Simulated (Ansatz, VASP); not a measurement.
**SbC2: VASP beside Ansatz**

Wanted: the spread between two codes on one cell, functional and k mesh. The cell is invented: As first built, before any earlier steps moved the atoms (in the runner's words): it takes the LuC2 structure with some of its atoms replaced by other elements, volume scaled by an estimate. It may not be a known or stable phase. Of the first pair: The cell is a member of a volume series, scaled by 0.98 from a relaxed one, so a pressure remains. Valence electrons are named where the data sets of a main pair hold unlike numbers.

Main program and level: Ansatz 0.2.0; plane waves, with VASP 6.6.1 beside it; single point at r2SCAN.

## 1. Starting point

Symmetry: I4/mmm, No. 139, tetragonal system. The conventional cell has a = 4.131 Å, b = 4.131 Å, c = 6.086 Å, α = 90.00°, β = 90.00°, γ = 90.00°. Nearest to Sb lie 2 C at 2.41 Å. Nearest to C lie 1 C at 1.27 Å and 1 Sb at 2.41 Å. As first built, before any earlier steps moved the atoms (in the runner's words): sites of the LuC2 structure (space group 139) filled with other elements, volume scaled by an estimate. Farther neighbours are not listed.

## 2. VASP: single point, r2SCAN, volume scaled by 0.98

With cell and atoms fixed, the geometry can't cause a difference; cores, projectors, grids and the points listed under the comparison can.

Lines of VASP's logs that name or quote its potential files are left out, and so is its time.

The input, INCAR:

```
SYSTEM = SbC2
PREC = Accurate
ENCUT = 520
EDIFF = 1E-06
NELM = 100
ISMEAR = -1
SIGMA = 0.05
LREAL = .FALSE.
ALGO = Normal
METAGGA = R2SCAN
LASPH = .TRUE.
NBANDS = 12
LORBIT = 11
LWAVE = .FALSE.
LCHARG = .FALSE.
ISIF = 2
```

The input, POSCAR:

```
SbC2
1.0
   -2.0654636167      2.0654636167      3.0431026680
    2.0654636167     -2.0654636167      3.0431026680
    2.0654636167      2.0654636167     -3.0431026680
Sb C
1 2
Direct
    0.0000000000      0.0000000000      0.0000000000
    0.6042858710      0.6042858710      0.0000000000
    0.3957141290      0.3957141290      0.0000000000
```

The input, KPOINTS:

```
Automatic mesh
0
Gamma
8 8 8
0 0 0
```

PAW data sets: Sb and C (PBE family, release 64).

Launch:

```sh
$ mpirun -np 1 vasp_std
```

Numbers of over 12 decimals in the logs are rounded to 6 here.

The log of the run:

```text
[banner, memory and clock lines left out]
running    1 mpi-ranks, on    1 nodes
 distrk:  each k-point on    1 cores,    1 groups
 distr:  one band on    1 cores,    1 groups

 POSCAR found type information on POSCAR SbC
 POSCAR found :  2 types and       3 ions
|                                                                             |
|               ----> ADVICE to this user running VASP <----                  |
|                                                                             |
|     You enforced a specific xc type in the INCAR file but a different       |
|     [... a line on the potential file left out ...]
|     I HOPE YOU KNOW WHAT YOU ARE DOING!                                     |
|                                                                             |

 LDA part: xc-table for (None), standard interpolation
 POSCAR, INCAR and KPOINTS ok, starting setup
 FFT: planning ... GRIDC
 FFT: planning ... GRID_SOFT
 FFT: planning ... GRID
 WAVECAR not read
 entering main loop
       N       E                     dE             d eps       ncg     rms          rms(c)
DAV:   1     0.189959163285E+02    0.18996E+02   -0.53100E+03  1416   0.875E+02
DAV:   2    -0.405528863922E+02   -0.59549E+02   -0.56070E+02  1892   0.167E+02
DAV:   3    -0.453564877232E+02   -0.48036E+01   -0.46898E+01  1700   0.495E+01
DAV:   4    -0.454337822412E+02   -0.77295E-01   -0.77166E-01  1568   0.744E+00
DAV:   5    -0.454349422095E+02   -0.11600E-02   -0.11599E-02  1684   0.925E-01    0.829E+00
DAV:   6    -0.399255409346E+02    0.55094E+01   -0.77195E+00  1708   0.177E+01    0.401E+00
DAV:   7    -0.400254534286E+02   -0.99912E-01   -0.71225E-01  1564   0.607E+00    0.231E+00
DAV:   8    -0.400214460550E+02    0.40074E-02   -0.33370E-02  1504   0.153E+00    0.597E-01
DAV:   9    -0.400235957890E+02   -0.21497E-02   -0.81800E-03  1652   0.694E-01    0.120E-01
DAV:  10    -0.400236789092E+02   -0.83120E-04   -0.86870E-04  1564   0.248E-01    0.309E-02
DAV:  11    -0.400236845092E+02   -0.56000E-05   -0.65995E-05  1596   0.633E-02    0.177E-02
DAV:  12    -0.400236856431E+02   -0.11339E-05   -0.13794E-05  1552   0.299E-02    0.454E-03
DAV:  13    -0.400236862289E+02   -0.58579E-06   -0.18313E-06  1120   0.123E-02
   1 F= -.40023686E+02 E0= -.40018571E+02  d E =-.102310E-01
```

From OUTCAR (step 2):

```text
ion  position               nearest neighbor table
   1  0.000  0.000  0.000-   2 2.41   3 2.41
   2  0.604  0.604  0.000-   3 1.27   1 2.41
   3  0.396  0.396  0.000-   2 1.27   1 2.41

  LATTYP: Found a body centered tetragonal cell.
 ALAT       =     4.1309272334
 C/A-ratio  =     1.4733266872

 Subroutine GETGRP returns: Found 16 space group operations
 (whereof 16 operations were pure point group operations)

The static configuration has the point symmetry D_4h.

 Found     59 irreducible k-points:

   k-points           NKPTS =     59   k-points in BZ     NKDIM =     59   number of bands    NBANDS=     12

   dimension x,y,z NGX =    32 NGY =   32 NGZ =   32
   dimension x,y,z NGXF=    64 NGYF=   64 NGZF=   64

   ENCUT  =  520.0 eV  38.22 Ry    6.18 a.u.   7.84  7.84  7.84*2*pi/ulx,y,z

   NELECT =      13.0000    total number of electrons

 k-points in reciprocal lattice and weights: Automatic mesh
   0.00000000  0.00000000  0.00000000       0.002
   0.12500000  0.00000000  0.00000000       0.016
   0.25000000  0.00000000  0.00000000       0.016
   0.37500000  0.00000000  0.00000000       0.016
   0.50000000  0.00000000  0.00000000       0.008
   0.12500000  0.12500000  0.00000000       0.016
   0.25000000  0.12500000  0.00000000       0.031
   0.37500000  0.12500000  0.00000000       0.031
   0.50000000  0.12500000  0.00000000       0.031
[...]
-0.37500000 -0.37500000  0.37500000       0.004
   0.50000000  0.50000000  0.50000000       0.002

 average (electrostatic) potential at core
       1 -93.0546       2 -51.8407       3 -51.8407

 E-fermi :   5.8911

 k-point     1 :       0.0000    0.0000    0.0000
  band No.  band energies     occupation
    ...
      2      -4.3734      2.00000
      3      -0.9499      2.00000
      4       1.7194      2.00000
      5       1.7194      2.00000
      6       4.5001      2.00000
      7       7.5117      0.00000
      8       7.5117      0.00000
      9       7.5516      0.00000
     10       7.5516      0.00000
     11       8.2437      0.00000
    ...

 k-point     2 :       0.1250    0.0000    0.0000
  band No.  band energies     occupation
    ...
      2      -4.5163      2.00000
      3      -0.8909      2.00000
      4       1.6530      2.00000
      5       1.6966      2.00000
      6       4.0666      2.00000
      7       6.7457      0.00000
      8       6.9511      0.00000
      9       7.7217      0.00000
     10       8.0744      0.00000
     11       9.0454      0.00000
    ...

 k-point     3 :       0.2500    0.0000    0.0000
  band No.  band energies     occupation
    ...
      3      -0.7254      2.00000
      4       1.3629      2.00000
      5       1.6565      2.00000
      6       3.4526      2.00000
      7       5.7041      1.95358
      8       6.2308      0.00224
      9       7.9418      0.00000
     10       8.8688      0.00000
     11      10.4728      0.00000
     12      12.8556      0.00000

  Total        0.3108903      0.3108903      1.4049651      0.0000000      0.0000000      0.0000000
  in kB        9.5919311      9.5919311     43.3475369      0.0000000      0.0000000      0.0000000
  external PRESSURE =      20.8437997 kB  Pullay stress =       0.0000000 kB

  energy-cutoff  :      520.00
  volume of cell :       51.93
      direct lattice vectors                 reciprocal lattice vectors
    -2.065463617  2.065463617  3.043102668     0.000000000  0.242076402  0.164305991
     2.065463617 -2.065463617  3.043102668     0.242076402  0.000000000  0.164305991
     2.065463617  2.065463617 -3.043102668     0.242076402  0.242076402  0.000000000

 POSITION                                       TOTAL-FORCE (eV/Angst)
 -----------------------------------------------------------------------------------
      0.00000      0.00000      0.00000        -0.000000     -0.000000     -0.000000
      0.00000      0.00000      3.67781        -0.000000     -0.000000      0.536942
      0.00000      0.00000      2.40840         0.000000      0.000000     -0.536942
 -----------------------------------------------------------------------------------
    total drift:                               -0.000000     -0.000000      0.000000

  FREE ENERGIE OF THE ION-ELECTRON SYSTEM (eV)
  ---------------------------------------------------
  free  energy   TOTEN  =       -40.0236862289 eV

  energy  without entropy=      -40.0134552732  energy(sigma->0) =      -40.01857075

 total charge
# of ion       s       p       d       tot
------------------------------------------
    1        1.320   0.869   0.053   2.242
    2        0.967   1.497   0.000   2.464
    3        0.967   1.497   0.000   2.464
--------------------------------------------------
tot          3.255   3.863   0.053   7.170

[... 3 further parts left out ...]
```

This run has no spin polarisation. Its electron count is odd, so without a moment it is a metal by construction. The PAW data sets were made with PBE, which is usual practice but a small mismatch for other functionals. The scan keeps the cell's shape and the fractional positions fixed.

## 3. Ansatz: single point, r2SCAN, volume scaled by 0.98

Ansatz runs on its default PAW (the set named soft_2) files.

The same cell, functional, mesh and smearing now go to Ansatz, which takes its cutoff from its data sets.

The input, input.yaml:

```yaml
crystal:
  lattice:
    - [-2.0654636167, 2.0654636167, 3.043102668]
    - [2.0654636167, -2.0654636167, 3.043102668]
    - [2.0654636167, 2.0654636167, -3.043102668]
  atoms:
    - { symbol: Sb, position: [0.0, 0.0, 0.0] }
    - { symbol: C, position: [0.604285871, 0.604285871, 0.0] }
    - { symbol: C, position: [0.395714129, 0.395714129, 0.0] }
hamiltonian:
  xc: r2scan
  pseudopotentials: { kind: paw }
kpoints:
  mp_grid: { grid: [8, 8, 8] }
scf:
  occupations: { method: fermi_dirac, width: 0.05 }
  n_extra_bands: 4
output:
  forces: true
  stress: true
  eigenvalues: true
```

Launch:

```sh
$ ansatz run input.yaml --threads 2 --pin off --max-ram 4608MiB --backend cpu --events-out ev --progress --plain --runs-dir out
```

The log of the run:

```text
scf.n_extra_bands = 4 over 12 filled bands (N_el = 23.0): the run solves 16 bands
Engine: ansatz 0.2.0, aarch64-unknown-linux-gnu
Pseudopotentials: kind: paw
Pseudopotential: Sb, paw, valence charge 15, recommended cutoff 500 eV (meta_gga), Sb.paw.azcp
Pseudopotential: C, paw, valence charge 4, recommended cutoff 500 eV (meta_gga), C.paw.azcp
Functional definition: r2SCAN
  parameter k0 = 0.174
  parameter k1 = 0.065
  parameter a1 = 4.9479
  exchange = r2scan_x(k0 = k0, k1 = k1, a1 = a1)
  correlation = r2scan_c
Crystal: 3 atoms, lattice volume = 51.929 Å³
Basis set: ecut = 500 eV, 1331 PW (Γ), exchange–correlation on 128×128×128 points (64 copies of the dense FFT grid, shifted against one another)
Bands: 16, of which v1, the nominal top of the filled ones, is band 12 counted from 1 (11 counted from 0)
Symmetry: 16 space group operations
Space group: I4/mmm (ITA 139), of the structure as read, at distance tolerance 3.7e-5 Å
k-points: 59 of 512
Non-local potential: Sb, projectors of the file, l = 0: 2, l = 1: 2, l = 2: 2, l = 3: 2
Non-local potential: C, projectors of the file, l = 0: 2, l = 1: 2, l = 2: 1
PAW form: soft (Blöchl's): semilocal exchange-correlation on the pseudo side does not see the compensation charge
PAW frozen core: Sb, regenerated for the run's functional (the file was generated under x = pbe(κ = 0.804, μ = 0.219515), c = pbe(β = 0.066725))
PAW frozen core: C, regenerated for the run's functional (the file was generated under x = pbe(κ = 0.804, μ = 0.219515), c = pbe(β = 0.066725))
PAW one-centre angular grid: Sb, 590 points (default); XC on 160 Gauss nodes
PAW one-centre angular grid: C, 302 points (default); XC on 239 of its mesh's 2573 points in the sphere
Initial density: superposition of atomic densities (neutral atoms: chi_scale 0, normalization atom), corrected by the library's trained network
Initial wavefunctions: pseudopotential atomic-orbital guess
Functional: x = r2scan, c = r2scan; τ floored in thin density (d = 2e-4 eV/Å³)
SCF iter   1: F=—  HF=-6996.873009 eV  |F-HF|=—  |Δ(HF+E_count)|=         —  Δρ=9.26e-3  dr2=3.33e-2  dr2_τ=2.18e-1  ethr=1.77e-3  ⟨swp⟩=6.1  Hψ=5499  notcnv=0
preconditioner: auto → Kerker (q_TF=auto, 2.382 Å⁻¹)  [metal: Δε(μ)=0.042 eV  Ē_g=10.134 eV  σ=0.050 eV  W_gap=0.20  n_scr=14 (ndim 8)  ℏωp=18.6 eV  f_vac=0.000  D(μ)=1.09/eV (n_scr^D=8)]
SCF iter   2: F=—  HF=-6996.879644 eV  |F-HF|=—  |Δ(HF+E_count)|=   6.64e-3  Δρ=5.71e-3  dr2=1.20e-2  dr2_τ=4.29e-4  ethr=1.45e-4  ⟨swp⟩=2.5  Hψ=1994  notcnv=0  defer=6
SCF iter   3: F=—  HF=-6996.879366 eV  |F-HF|=—  |Δ(HF+E_count)|=   2.78e-4  Δρ=1.07e-3  dr2=9.59e-4  dr2_τ=2.94e-5  ethr=5.21e-5  ⟨swp⟩=1.9  Hψ=1066  notcnv=0  defer=6
SCF iter   4: F=—  HF=-6996.879627 eV  |F-HF|=—  |Δ(HF+E_count)|=   2.62e-4  Δρ=4.70e-4  dr2=1.32e-4  dr2_τ=2.43e-6  ethr=4.17e-6  ⟨swp⟩=2.1  Hψ=1304  notcnv=0  defer=6
SCF iter   5: F=—  HF=-6996.879670 eV  |F-HF|=—  |Δ(HF+E_count)|=   4.22e-5  Δρ=8.98e-5  dr2=6.07e-6  dr2_τ=1.03e-7  ethr=5.75e-7  ⟨swp⟩=2.0  Hψ=1256  notcnv=0  defer=6
SCF iter   6: F=—  HF=-6996.879670 eV  |F-HF|=—  |Δ(HF+E_count)|=   3.90e-7  Δρ=2.57e-5  dr2=3.40e-7  dr2_τ=8.64e-9  ethr=2.64e-8  ⟨swp⟩=2.6  Hψ=1611  notcnv=0  defer=6
SCF iter   7: F=-6996.879670 eV  HF=-6996.879670 eV  |F-HF|=5.26e-9  |Δ(HF+E_count)|=   1.52e-7  Δρ=6.27e-6  dr2=2.00e-8  dr2_τ=3.62e-10  ethr=4.35e-10  ⟨swp⟩=6.5  Hψ=4291  notcnv=0
SCF 1 converged in 7 iterations: F = -6996.879670 eV  dr2 = 2.00e-8
  greatest PAW one-centre occupation: 0.995 electrons in one spin orbital (limit 2), on the Sb atom at site 0 (counted from 0), in its partial waves of l = 2
SCF converged after 7 iterations
Free energy (F): -6996.879670 eV
Harris-Foulkes:  -6996.879670 eV  (|F-HF|=5.26e-9)
Internal energy: -6996.869315 eV  (E = F + TS)
E sigma→0 (E₀):  -6996.874493 eV
Entropy (-TS):   -0.010355 eV (-3.452 meV/atom)
Fermi energy:    8.320013 eV
--- Per-component energies (eV) ---
  E_band       = -211.148547
  E_kinetic    = 374.013170
  E_local      = -1853.356476  (includes V_loc(G=0)·N_el)
  E_nonlocal   = 417.146809
  E_hartree    = 789.189957
  E_xc         = -217.989189
  E_vxc        = -227.890416  (∫ρ·V_xc dr)
  E_paw        = -4799.637447  (= ΣΔE_a)
  E_vpaw       = -513.445884  (= ΣTr[D̂ρ^β])
  E_aug_tail   = 0.000005  (compensation charges beyond the density's cutoff)
  E_vtau       = 14.001321  (kinetic-family band-sum trace: ∫τ·v_τ [+ j·A + Jᵃ·Aᵃ] dr)
  E_ewald      = -1706.692635
  E_core_change = 0.456489  (= ΣΔE_core)
  E_smearing   = -0.010355  (= −TS)
  E_closure    = -0.000000  (closes the sum)
  Σ components = -6996.879670   (vs F -6996.879670, Δ=0.00e0)
--- Forces (eV/Å), atoms counted from 1 ---
  atom   1  Sb     0.00000000     0.00000000     0.00000000
  atom   2  C      0.00000000    -0.00000000     0.38891633
  atom   3  C      0.00000000     0.00000000    -0.38891633
  max |Σ_I F_I| component: 2.22e-16 eV/Å
--- Stress (GPa, compression-positive) ---
        1.160671       0.000000       0.000000
        0.000000       1.160671       0.000000
        0.000000       0.000000       3.674734
  P = ⅓ Tr σ = 1.9987 GPa (19.987 kbar)
--- Band table (eV; the first three rows and the last of 59) ---
  k-point 0: bands = [... 8 lower, 4.1470, 4.1470, 6.9323, 9.9461, 9.9461, 9.9682, 9.9682, 10.6761]
  k-point 1: bands = [... 8 lower, 3.9968, 4.3480, 7.0106, 8.7329, 9.6314, 9.7954, 9.9811, 11.3780]
  k-point 2: bands = [... 8 lower, 3.6373, 3.9101, 6.3443, 8.8150, 8.9843, 9.6895, 10.4524, 12.6334]
  k-point 58: bands = [... 8 lower, 2.6457, 2.6457, 5.7542, 11.0722, 11.0722, 11.7210, 12.9098, 12.9098]
```

The job ended after 4.5 s (2 threads of Arm Neoverse V1, shared host; peak memory 0.48 GiB).

The run ends at a pressure of 2.00 GPa, with forces up to 0.39 eV/Å.

## 4. Comparison

Known differences besides the potentials themselves: VASP keeps PBE cores, Ansatz makes them for the functional; the data sets hold 23 valence electrons in Ansatz (on its default PAW (the set named soft_2) files) and 13 in VASP; the cutoff is 500 eV in Ansatz and 520 eV in VASP. Total energies have different zeros and are not compared.

Compared:

| quantity | Ansatz | VASP | difference |
| --- | --- | --- | --- |
| pressure (GPa) | 2.00 | 2.08 | -0.09 |

Forces (eV/Å; atoms numbered as in POSCAR):

| atom | Ansatz x, y, z | VASP x, y, z |
| --- | --- | --- |
| Sb1 | 0.000, 0.000, 0.000 | 0.000, 0.000, 0.000 |
| C2 | 0.000, 0.000, 0.389 | 0.000, 0.000, 0.537 |
| C3 | 0.000, 0.000, -0.389 | 0.000, 0.000, -0.537 |

The forces differ by 70 meV/Å r.m.s., which is 27.6 % of the r.m.s. force of 0.253 eV/Å (both taken over all components).

## 5. Other set-ups

Further runs change the set-up of one program: Ansatz's method, potentials or start, or VASP's data sets, cutoff or form of LDA. The table gives Ansatz less VASP for each quantity, since a change that brings one quantity closer may part another.

| run | r.m.s. force difference (meV/Å) | pressure (GPa) |
| --- | --- | --- |
| as above | 70 | -0.086 |
| cores kept as stored | 82 | -0.13 |
| Ansatz's larger PAW set (cutoff 800 eV) | 77 | -0.094 |
| norm-conserving potentials (cutoff 1230 eV) | 85 | -0.13 |

## 6. VASP: single point, r2SCAN, volume scaled by 1.04

With cell and atoms fixed, the geometry can't cause a difference; cores, projectors, grids and the points listed under the comparison can. The cell compared in this pair holds 55.11 Å³, against 51.93 Å³ for the pair before.

INCAR is that of step 2.

The input, POSCAR:

```
SbC2
1.0
   -2.1067838012      2.1067838012      3.1039807984
    2.1067838012     -2.1067838012      3.1039807984
    2.1067838012      2.1067838012     -3.1039807984
Sb C
1 2
Direct
    0.0000000000      0.0000000000      0.0000000000
    0.6042858710      0.6042858710      0.0000000000
    0.3957141290      0.3957141290      0.0000000000
```

KPOINTS is that of step 2.

Launch:

```sh
$ mpirun -np 1 vasp_std
```

The log of the run:

```text
[banner, memory and clock lines left out]
running    1 mpi-ranks, on    1 nodes
[...]
[... a notice as in an earlier step ...]

 LDA part: xc-table for (None), standard interpolation
 POSCAR, INCAR and KPOINTS ok, starting setup
[...]
entering main loop
       N       E                     dE             d eps       ncg     rms          rms(c)
DAV:   1     0.191864510310E+02    0.19186E+02   -0.52570E+03  1432   0.867E+02
DAV:   2    -0.401241581904E+02   -0.59311E+02   -0.55835E+02  1852   0.167E+02
DAV:   3    -0.452080383270E+02   -0.50839E+01   -0.49809E+01  1724   0.506E+01
DAV:   4    -0.452889117375E+02   -0.80873E-01   -0.80631E-01  1580   0.747E+00
[...]
DAV:  11    -0.400074226637E+02   -0.13582E-04   -0.64325E-05  1584   0.620E-02    0.178E-02
DAV:  12    -0.400074240035E+02   -0.13398E-05   -0.14522E-05  1544   0.309E-02    0.444E-03
DAV:  13    -0.400074246772E+02   -0.67368E-06   -0.21052E-06  1304   0.130E-02
   1 F= -.40007425E+02 E0= -.40002406E+02  d E =-.100367E-01
```

Parts of OUTCAR (step 6):

```text
  Total       -0.5560723     -0.5560723     -2.5414623      0.0000000      0.0000000      0.0000000
  in kB      -16.1667565    -16.1667565    -73.8882358      0.0000000      0.0000000      0.0000000
  external PRESSURE =     -35.4072496 kB  Pullay stress =       0.0000000 kB

 POSITION                                       TOTAL-FORCE (eV/Angst)
 -----------------------------------------------------------------------------------
      0.00000      0.00000      0.00000        -0.000000     -0.000000      0.000000
      0.00000      0.00000      3.75138         0.000000      0.000000     -0.962173
      0.00000      0.00000      2.45658        -0.000000     -0.000000      0.962173
 -----------------------------------------------------------------------------------
    total drift:                               -0.000000     -0.000000      0.000000

  FREE ENERGIE OF THE ION-ELECTRON SYSTEM (eV)
  ---------------------------------------------------
  free  energy   TOTEN  =       -40.0074246772 eV

  energy  without entropy=      -39.9973879570  energy(sigma->0) =      -40.00240632

[... 1 part as in an earlier step ...]

[... 2 further parts left out ...]
[key lines of the parts left out:]
E-fermi :   5.2209
```

The run ends at a pressure of -3.54 GPa, with forces up to 0.96 eV/Å.

(Part 1 of 2 ends here.)

[Lines on the potential files, build, host, timing and source positions are cut from VASP's logs without a mark.]

[Logs are printed without paths, hosts, clocks, repeated set-up lines and the standing remarks that a program may print on its own settings, such as how far it seeks lower states.]

[Hosts, paths, dates, database ids (printed as entryN), source tags and the programs' standing remarks are cut or masked in the printed files.]
